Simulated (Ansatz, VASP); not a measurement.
# AlSn in VASP and in Ansatz

```xyz
2
Lattice="4.1124 0.0000 0.0000 -2.0562 3.5614 0.0000 0.0000 0.0000 3.2393" Properties=species:S:1:pos:R:3 pbc="T T T"
Sn    0.0000    2.3743    1.6197
Al    0.0000    0.0000    0.0000
```

Change from the starting cell: volume scaled by 0.94.

Alike in both runs: task single point; functional PBE; k mesh 7 × 7 × 8; occupations fermi-dirac, width 0.05 eV; no spin polarisation.

|  | VASP | Ansatz |
| --- | --- | --- |
| version | VASP 6.6.1 | Ansatz 0.2.0 |
| potentials or method | VASP PAW PBE potentials, release 64 (Sn_d, Al) | Ansatz PAW |
| plane-wave cutoff (eV) | 520 | 420 |
| valence electrons in the cell | 17 | 17 |

Ansatz gave:

* gap on the k mesh at the Fermi level (eV): none
* pressure (GPa): 3.9
* largest component of the traceless stress (GPa): 0.85

Question: What did VASP give for the same quantities?

Answer: gap on the k mesh at the Fermi level (eV): none; pressure (GPa): 3.9; largest component of the traceless stress (GPa): 0.84.

A gap of «none» marks a metal or a gap that the smearing closes.
